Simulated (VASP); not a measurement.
Computed with PBE GGA, VASP's PBE PAW potentials (set 64) (plane waves; VASP).

VASP input:

**POSCAR**
```
NiSi2
1
   -0.0000000000     2.7218240985     2.7218240985
    2.7218240985     0.0000000000     2.7218240985
    2.7218240985     2.7218240985    -0.0000000000
Si Ni
2 1
Direct
  0.2500000000   0.2500000000   0.2500000000
  0.7500000000   0.7500000000   0.7500000000
  0.0000000000   0.0000000000   0.0000000000
```

KPOINTS:
```
Automatic mesh
0
Gamma
10 10 10
0 0 0
```

### INCAR
```
SYSTEM = NiSi2
PREC = Accurate; ENCUT = 500; LREAL = .FALSE.
LASPH = .TRUE.
EDIFF = 1E-6; NELM = 100; ALGO = Normal
LMAXMIX = 4
ISMEAR = 1; SIGMA = 0.1
GGA = PE
IBRION = 2; NSW = 40; ISIF = 3
EDIFFG = -0.02
LWAVE = .FALSE.; LCHARG = .FALSE.
```

POTCAR, in this order: Si Ni (PBE.64 set). Program: vasp_std.

Task: What will the output report for the number of irreducible k-points (NKPTS), largest plane-wave count, number of space-group operations, FFT grid (NGX, NGY, NGZ)?

Result: 
| Quantity | Result |
|---|---|
| number of irreducible k-points (NKPTS) | 47 |
| largest plane-wave count | 1034 |
| number of space-group operations | 48 |
| FFT grid (NGX, NGY, NGZ) | 28 × 28 × 28 |

The compound is NiSi2 in the fluorite structure. It was relaxed first. The run is not spin-polarised, so no magnetic state was tried.
